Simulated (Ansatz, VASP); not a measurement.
# One calculation of NaMg2Si2, two programs

INCAR

```
SYSTEM = NaMg2Si2
  PREC = Accurate
  ENCUT = 520
  EDIFF = 1E-7
  ISMEAR = 0
  SIGMA = 0.1
  LREAL = .False.
  LASPH = .True.
  NELM = 100
  ALGO = Normal
  ISIF = 2
  LWAVE = .False.
  LCHARG = .True.
  GGA = PE
  LELF = .True.
  LVHAR = .True.
  NBANDS = 18
```

The input KPOINTS:

```
regular mesh
0
Gamma
  4 4 4
  0 0 0
```

The input POSCAR:

```
NaMg2Si2
1.0
    2.4571529900     -3.8653000300      0.0000000000
    2.4571529900      3.8653000300      0.0000000000
    0.0000000000      0.0000000000      4.5683476500
Na Mg Si
1 2 2
Direct
    0.5000000000      0.5000000000      0.5000000000
    0.7413228200      0.2586771800      0.0000000000
    0.2586771800      0.7413228200      0.0000000000
    0.5000000000      0.5000000000      0.0000000000
    0.0000000000      0.0000000000      0.0000000000
```

Input for Ansatz:

```yaml
crystal:
  lattice:
    - [2.45715299, -3.86530003, 0.0]
    - [2.45715299, 3.86530003, 0.0]
    - [0.0, 0.0, 4.56834765]
  atoms:
    - { symbol: Na, position: [0.5, 0.5, 0.5] }
    - { symbol: Mg, position: [0.74132282, 0.25867718, 0.0] }
    - { symbol: Mg, position: [0.25867718, 0.74132282, 0.0] }
    - { symbol: Si, position: [0.5, 0.5, 0.0] }
    - { symbol: Si, position: [0.0, 0.0, 0.0] }
basis:
  ecutwfc: 420
kpoints:
  mp_grid: { grid: [4, 4, 4] }
hamiltonian:
  xc: pbe
scf:
  occupations: { method: gaussian, width: 0.1 }
  lower_state_search: "off"
output:
  forces: true
  stress: true
  eigenvalues: true
```

Alike in both runs: task single point; functional PBE; k mesh 4 × 4 × 4; occupations gaussian, width 0.1 eV; no spin polarisation.

|  | VASP | Ansatz |
| --- | --- | --- |
| version | VASP 6.6.1 | Ansatz 0.2.0 |
| potentials or method | VASP PAW PBE potentials, release 64 (Na_pv, Mg, Si) | scalar-relativistic, plane waves, PAW |
| plane-wave cutoff (eV) | 520 | 420 |
| valence electrons in the cell | 19 | 37 |

```tsv
	VASP	Ansatz	Ansatz less VASP
gap on the k mesh at the Fermi level (eV)	none	none	-
rms of the force components (eV/Å)	1.641	1.601	-0.0398
```

Atom by atom the forces differ by 0.040 eV/Å (rms over components). A gap of «none» marks a metal or a gap that the smearing closes. The functional is the same, so the differences come from potentials, cutoffs and numerics. The two sets of potentials don't hold the same shells in valence.

Caveats: the k mesh is coarse (spacing up to 0.38 Å⁻¹), so the values aren't converged; forces of over 1 eV/Å show positions far from the minimum, so gaps and moduli don't describe the material at rest.
